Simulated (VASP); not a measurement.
Here is the system:

```yaml
crystal:
  lattice:
    - [0.00000, 2.42644, 2.42644]
    - [2.42644, 0.00000, 2.42644]
    - [2.42644, 2.42644, 0.00000]
  atoms:
    - { symbol: Gd, position: [0.00000, 0.00000, 0.00000] }
    - { symbol: N, position: [0.50000, 0.50000, 0.50000] }
```

All values below come from rev-vdW-DF2, VASP's PBE PAW potentials (set 64) (plane waves; VASP). Numerical set-up: 520 eV cut-off, 13×13×13 Γ-centred mesh, first-order Methfessel-Paxton smearing of 0.10 eV, potentials Gd_3 N.

The 4f electrons are frozen in the core of the lanthanide potential, so 4f levels, which can set the real gap, and their magnetism are missing.

Question: Give the stress tensor in GPa (positive for a compressed cell).

Answer: 
```
11.50   0.00   0.00
 0.00  11.50   0.00
 0.00   0.00  11.50
```
The pressure is its mean diagonal, 11.50 GPa.

The compound is GdN in the rock salt structure. This cell is one point of a volume scan, at 0.94 of the reference volume.
